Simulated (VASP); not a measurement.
The system is Zr2ZnN2.

```
CELL_PARAMETERS angstrom
5.29817 0.00000 0.00000
-2.64909 4.58835 0.00000
0.00000 0.00000 3.41756
ATOMIC_POSITIONS crystal
Zr 0.33333 0.66667 0.50000
Zr 0.66667 0.33333 0.50000
Zn 0.00000 0.00000 0.00000
N 0.33333 0.66667 0.00000
N 0.66667 0.33333 0.00000
```

The cell was built by a generator and needn't be a form met in nature.

* Program: VASP 6.6.1
* Task: relaxation of cell and atoms
* Functional: PBE
* Potentials or basis: VASP PAW PBE potentials, release 64 (Zr_sv, Zn, N)
* Cutoff: 520 eV
* k mesh: 3 × 3 × 4
* Occupations: gaussian, width 0.15 eV
* Spin: no spin polarisation

At the start: pressure 51.7 GPa; volume 16.62 Å³/atom.

Problem. Where does the relaxation end?

Solution. Over 7 steps the energy falls by 999.2 meV/atom and the volume is 19.93 Å³/atom (+19.9 %); space group P6/mmm (No. 191, to 0.05 Å).

Step by step:
```tsv
step	energy change (eV)	largest force (eV/Å)	pressure (GPa)	volume (Å³)
1	0.0000	0.0000	51.67	83.08
2	61.2814	0.0000	8.42	151.55
3	5.0752	0.0000	-19.87	142.78
4	-0.5896	0.0000	-21.05	124.18
5	-4.7979	0.0000	-5.08	103.25
6	-4.9071	0.0000	0.69	99.32
7	-4.9959	0.0000	-0.09	99.65
```

Final structure:
```
Zr Zn N
1.0
     5.34243    0.00000    0.00000
    -2.67121    4.62668    0.00000
     0.00000    0.00000    4.03154
Zr Zn N
2 1 2
Cartesian
  0.0000 3.0845 2.0158
  2.6712 1.5422 2.0158
  0.0000 0.0000 0.0000
  0.0000 3.0845 0.0000
  2.6712 1.5422 0.0000
```

Caveat: the k mesh is coarse (spacing up to 0.46 Å⁻¹), so the values aren't converged; the volume moved by over 15 % at a fixed basis, so the end points are rough; the relaxation stopped at a loose force limit of 0.08 eV/Å, so its end isn't a converged minimum.
